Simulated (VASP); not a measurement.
# The low-index faces of Pt, part 2 of 5

How do surface energy, work function and relaxation of Pt depend on the face?

VASP 6.6.1; PBE; plane waves and PAW (Pt).

So far. Step 3 (The bulk reference, job self-consistent run, k-mesh …): The run ends at a pressure of -0.99 GPa.

## Step 4: Relaxing the slab, 7 atoms, face Pt(111)

System of this step: Pt(111). The cell holds 7 atoms: 7 Pt. Cell: a = 2.805 Å, b = 2.805 Å, c = 28.744 Å, α = 90.0°, β = 90.0°, γ = 60.0°. It derives from Pt. 7 layers of fcc Pt, cut at this functional's lattice. Vacuum lies along c.

All atoms relax at the fixed cell.

The input, INCAR:

```
SYSTEM = Pt
PREC = Normal
ENCUT = 320
EDIFF = 1E-05
NELM = 120
ISMEAR = 1
SIGMA = 0.15
LREAL = .FALSE.
ALGO = Fast
GGA = PE
NBANDS = 43
LASPH = .TRUE.
LORBIT = 11
LWAVE = .FALSE.
LCHARG = .FALSE.
KPAR = 4
IBRION = 2
NSW = 40
ISIF = 2
EDIFFG = -0.03
POTIM = 0.4
MAXMIX = 40
```

The input, POSCAR:

```
Pt
1.0
    2.8054651031      0.0000000000      0.0000000000
    1.4027325516      2.4296040487      0.0000000000
    0.0000000000      0.0000000000     28.7439159877
Pt
7
Direct
    0.0000000000      0.0000000000      0.2609247800
    0.3333333300      0.3333333300      0.3406165200
    0.6666666700      0.6666666700      0.4203082600
    0.0000000000      0.0000000000      0.5000000000
    0.3333333300      0.3333333300      0.5796917400
    0.6666666700      0.6666666700      0.6593834800
    0.0000000000      0.0000000000      0.7390752200
```

The input, KPOINTS:

```
Automatic mesh
0
Gamma
12 12 1
0 0 0
```

Potentials, in the order of the species: Pt (PBE family, release 64).

Run with:

```console
mpirun -np 4 vasp_std
```

The log of the run:

```text
[banner, memory and clock lines left out]
running    4 mpi-ranks, on    1 nodes
 distrk:  each k-point on    1 cores,    4 groups
 distr:  one band on    1 cores,    1 groups

 POSCAR found type information on POSCAR Pt
 POSCAR found :  1 types and       7 ions
 LDA part: xc-table for (Slater+PW92), standard interpolation
 POSCAR, INCAR and KPOINTS ok, starting setup
 FFT: planning ... GRIDC
 FFT: planning ... GRID_SOFT
 FFT: planning ... GRID
 WAVECAR not read
 entering main loop
       N       E                     dE             d eps       ncg     rms          rms(c)
DAV:   1     0.353616063905E+03    0.35362E+03   -0.26080E+04  1674   0.996E+02
DAV:   2    -0.250425352743E+02   -0.37866E+03   -0.36093E+03  1942   0.251E+02
DAV:   3    -0.434392958448E+02   -0.18397E+02   -0.17198E+02  2059   0.493E+01
DAV:   4    -0.441129476976E+02   -0.67365E+00   -0.66305E+00  1954   0.922E+00
DAV:   5    -0.441347959174E+02   -0.21848E-01   -0.20531E-01  1991   0.166E+00    0.283E+01
RMM:   6    -0.479001510202E+02   -0.37654E+01   -0.72058E+00  1637   0.130E+01    0.293E+01
RMM:   7    -0.507742922342E+02   -0.28741E+01   -0.83439E+00  1664   0.988E+00    0.253E+01
RMM:   8    -0.538230265073E+02   -0.30487E+01   -0.12623E+01  1734   0.136E+01    0.277E+01
RMM:   9    -0.444078180506E+02    0.94152E+01   -0.37975E+00  1647   0.812E+00    0.137E+01
RMM:  10    -0.439682878178E+02    0.43953E+00   -0.66920E+00  1732   0.956E+00    0.143E+01
RMM:  11    -0.421184621637E+02    0.18498E+01   -0.16704E+00  1648   0.533E+00    0.889E+00
RMM:  12    -0.416231248140E+02    0.49534E+00   -0.62653E-01  1653   0.277E+00    0.548E+00
RMM:  13    -0.414951924175E+02    0.12793E+00   -0.97672E-02  1693   0.105E+00    0.351E+00
RMM:  14    -0.415151002616E+02   -0.19908E-01   -0.73399E-02  1668   0.971E-01    0.273E+00
RMM:  15    -0.415375631090E+02   -0.22463E-01   -0.62764E-02  1686   0.972E-01    0.334E+00
RMM:  16    -0.414661501035E+02    0.71413E-01   -0.10002E-02  1649   0.423E-01    0.138E+00
RMM:  17    -0.414536354362E+02    0.12515E-01   -0.43208E-03  1663   0.249E-01    0.523E-01
RMM:  18    -0.414516931683E+02    0.19423E-02   -0.17958E-03  1696   0.150E-01    0.216E-01
RMM:  19    -0.414513743225E+02    0.31885E-03   -0.80441E-04  1707   0.968E-02    0.861E-02
RMM:  20    -0.414513963544E+02   -0.22032E-04   -0.18410E-04  1663   0.476E-02    0.494E-02
RMM:  21    -0.414513955557E+02    0.79872E-06   -0.50909E-05  1228   0.234E-02
   1 F= -.41451396E+02 E0= -.41448706E+02  d E =-.414514E+02
 curvature:   0.00 expect dE= 0.000E+00 dE for cont linesearch  0.000E+00
 trial: gam= 0.00000 g(F)=  0.481E-02 g(S)=  0.000E+00 ort = 0.000E+00 (trialstep = 0.100E+01)
 search vector abs. value=  0.481E-02
 bond charge predicted
       N       E                     dE             d eps       ncg     rms          rms(c)
DAV:   1    -0.414536849564E+02   -0.22886E-02   -0.10633E+00  1688   0.394E+00    0.211E-01
RMM:   2    -0.414548642409E+02   -0.11793E-02   -0.10887E-02  1646   0.586E-01    0.181E-01
RMM:   3    -0.414547541805E+02    0.11006E-03   -0.16618E-03  1707   0.216E-01    0.800E-02
RMM:   4    -0.414548607439E+02   -0.10656E-03   -0.47015E-04  1660   0.106E-01    0.165E-01
RMM:   5    -0.414547392985E+02    0.12145E-03   -0.11627E-04  1658   0.519E-02    0.588E-02
RMM:   6    -0.414547279558E+02    0.11343E-04   -0.39221E-05  1219   0.274E-02    0.239E-02
RMM:   7    -0.414547265037E+02    0.14521E-05   -0.10295E-05   913   0.142E-02
   2 F= -.41454727E+02 E0= -.41452139E+02  d E =-.333095E-02
[...]
3 F= -.41455132E+02 E0= -.41452593E+02  d E =-.373651E-02
[...]
4 F= -.41455183E+02 E0= -.41452653E+02  d E =-.378733E-02
[...]
5 F= -.41455549E+02 E0= -.41453030E+02  d E =-.366491E-03
 trial-energy change:   -0.000366  1 .order   -0.000339   -0.000446   -0.000232
 step:   2.2750(harm=  2.2750)  dis= 0.00620  next Energy=   -41.455647 (dE=-0.465E-03)
 bond charge predicted
       N       E                     dE             d eps       ncg     rms          rms(c)
DAV:   1    -0.414556405695E+02   -0.91901E-04   -0.13112E-01  1652   0.138E+00    0.710E-02
RMM:   2    -0.414557283866E+02   -0.87817E-04   -0.89874E-04  1649   0.189E-01    0.141E-02
RMM:   3    -0.414557453426E+02   -0.16956E-04   -0.17597E-04  1613   0.666E-02    0.136E-02
RMM:   4    -0.414557510067E+02   -0.56641E-05   -0.39988E-05  1191   0.275E-02
   6 F= -.41455751E+02 E0= -.41453244E+02  d E =-.568120E-03
 curvature:  -1.22 expect dE=-0.448E-04 dE for cont linesearch -0.821E-07
 trial: gam= 0.12212 g(F)=  0.367E-04 g(S)=  0.000E+00 ort = 0.543E-05 (trialstep = 0.133E+01)
 search vector abs. value=  0.445E-04
 reached required accuracy - stopping structural energy minimisation
```

Run time: 48 s. Hardware: 4 MPI ranks of AMD EPYC 7R43, shared host; peak memory 0.62 GiB; 3.1 min of CPU time.

OUTCAR, selected parts (step 4):

```text
  LATTYP: Found a hexagonal cell.
 ALAT       =     2.8054651031
 C/A-ratio  =    10.2456865194

 Subroutine GETGRP returns: Found 12 space group operations
 (whereof 12 operations were pure point group operations)

The static configuration has the point symmetry D_3d.

 Found     19 irreducible k-points:

   k-points           NKPTS =     19   k-points in BZ     NKDIM =     19   number of bands    NBANDS=     43

   dimension x,y,z NGX =    12 NGY =   12 NGZ =  126
   dimension x,y,z NGXF=    24 NGYF=   24 NGZF=  252

   ENCUT  =  320.0 eV  23.52 Ry    4.85 a.u.   4.09  4.09 41.93*2*pi/ulx,y,z

   NELECT =      70.0000    total number of electrons

 E-fermi :   3.3860

 k-point     1 :       0.0000    0.0000    0.0000
  band No.  band energies     occupation
    ...
     37       2.8178      2.00000
     38       3.2259      2.06149
     39       3.2259      2.06149
     40       3.3976      0.86916
     41       3.3976      0.86913
     42       3.5245     -0.03054
     43       3.8605     -0.00007

 k-point     2 :       0.0833   -0.0000    0.0000
  band No.  band energies     occupation
    ...
     36       2.4873      2.00000
     37       2.8227      2.00000
     38       2.8337      2.00000
     39       3.2334      2.05358
     40       3.4129      0.70091
     41       3.5437     -0.05942
     42       4.5247     -0.00000
     43       5.0377     -0.00000

  Total       -4.8644313     -4.8644313     -1.0556728     -0.0000000      0.0000000     -0.0000000
  in kB      -39.7792275    -39.7792275     -8.6328379     -0.0000000      0.0000000     -0.0000000
  external PRESSURE =     -29.3970977 kB  Pullay stress =       0.0000000 kB

  energy-cutoff  :      320.00
  volume of cell :      195.92
      direct lattice vectors                 reciprocal lattice vectors
     2.805465103  0.000000000  0.000000000     0.356447136 -0.205794850  0.000000000
     1.402732552  2.429604049  0.000000000     0.000000000  0.411589699  0.000000000
     0.000000000  0.000000000 28.743915988     0.000000000  0.000000000  0.034789971

 POSITION                                       TOTAL-FORCE (eV/Angst)
 -----------------------------------------------------------------------------------
      2.80547      0.00000      7.49129        -0.000000     -0.000000      0.008389
      1.40273      0.80987      9.80451        -0.000000      0.000000      0.019869
      2.80547      1.61974     12.08646         0.000000      0.000000     -0.003155
      0.00000      0.00000     14.37196        -0.000000      0.000000      0.000000
      1.40273      0.80987     16.65745        -0.000000     -0.000000      0.003155
      2.80547      1.61974     18.93941         0.000000     -0.000000     -0.019869
      4.20820      2.42960     21.25263         0.000000      0.000000     -0.008389
 -----------------------------------------------------------------------------------
    total drift:                                0.000000      0.000000      0.000000

  FREE ENERGIE OF THE ION-ELECTRON SYSTEM (eV)
  ---------------------------------------------------
  free  energy   TOTEN  =       -41.4557510067 eV

  energy  without entropy=      -41.4482303024  energy(sigma->0) =      -41.45324411

 total charge
# of ion       s       p       d       tot
------------------------------------------
    1        0.619   0.430   7.998   9.047
    2        0.610   0.556   8.016   9.181
    3        0.621   0.572   8.014   9.208
    4        0.621   0.572   8.018   9.211
    5        0.621   0.572   8.014   9.208
    6        0.610   0.556   8.016   9.181
    7        0.619   0.430   7.998   9.047
--------------------------------------------------
tot          4.322   3.688  56.073  64.083

[... 1 part as in an earlier step ...]

[... 7 further parts left out ...]
```

CONTCAR:

```
Pt
   1.00000000000000
     2.8054651031000000    0.0000000000000000    0.0000000000000000
     1.4027325516000000    2.4296040486999999    0.0000000000000000
     0.0000000000000000    0.0000000000000000   28.7439159876999994
  Pt
     7
Direct
     1.0000000000000000    0.0000000000000000    0.2606216708200446
     0.3333333300000021    0.3333333300000021    0.3410986375427325
     0.6666666699999979    0.6666666699999979    0.4204876305195601
     0.0000000000000000    0.0000000000000000    0.5000000000000000
     0.3333333300000021    0.3333333300000021    0.5795123694804398
     0.6666666699999979    0.6666666699999979    0.6589013624572676
     1.0000000000000000    1.0000000000000000    0.7393783291799555
```

The run keeps the 12 symmetry operations of its start, so it cannot find a distortion of lower symmetry.

The steps of the relaxation:

| step | energy less that of the first step (eV) | largest force (eV/Å) |
| --- | --- | --- |
| 1 | 0.0000 | 0.2123 |
| 2 | -0.0033 | 0.0708 |
| 3 | -0.0037 | 0.0655 |
| 4 | -0.0038 | 0.0720 |
| 5 | -0.0042 | 0.0335 |
| 6 | -0.0044 | 0.0199 |

The atoms that moved most (Å):

| atom | dx | dy | dz | length |
| --- | --- | --- | --- | --- |
| Pt2 | 0.000 | 0.000 | 0.014 | 0.014 |
| Pt6 | 0.000 | 0.000 | -0.014 | 0.014 |
| Pt1 | 0.000 | 0.000 | -0.009 | 0.009 |
| Pt7 | 0.000 | 0.000 | 0.009 | 0.009 |
| Pt5 | 0.000 | 0.000 | -0.005 | 0.005 |
| Pt3 | 0.000 | 0.000 | 0.005 | 0.005 |

Final coordinates:

```
Pt
1.0
     2.80547    0.00000    0.00000
     1.40273    2.42960    0.00000
     0.00000    0.00000   28.74392
Pt
7
Direct
  0.00000 0.00000 0.26062
  0.33333 0.33333 0.34110
  0.66667 0.66667 0.42049
  0.00000 0.00000 0.50000
  0.33333 0.33333 0.57951
  0.66667 0.66667 0.65890
  0.00000 0.00000 0.73938
```

This step gave:

```yaml
electronic_cycles: 44
electrons: 70
free_energy_toten: -41.46 eV
energy_at_zero_smearing: -41.45 eV
fermi_energy: 3.386 eV
```

The run ended after 6 ionic steps, 0.004 eV below its first step, once the forces on the free atoms met EDIFFG = -0.03.

(Part 2 of 5 ends here.)

[Lines on the potential files, build, host, timing and source positions are cut from VASP's logs without a mark.]

[Logs are printed without paths, hosts, clocks, repeated set-up lines and the standing remarks that a program may print on its own settings, such as how far it seeks lower states.]

[Hosts, paths, dates, database ids (printed as entryN), source tags and the programs' standing remarks are cut or masked in the printed files.]

[Runs that stopped without an error message from VASP are left out.]
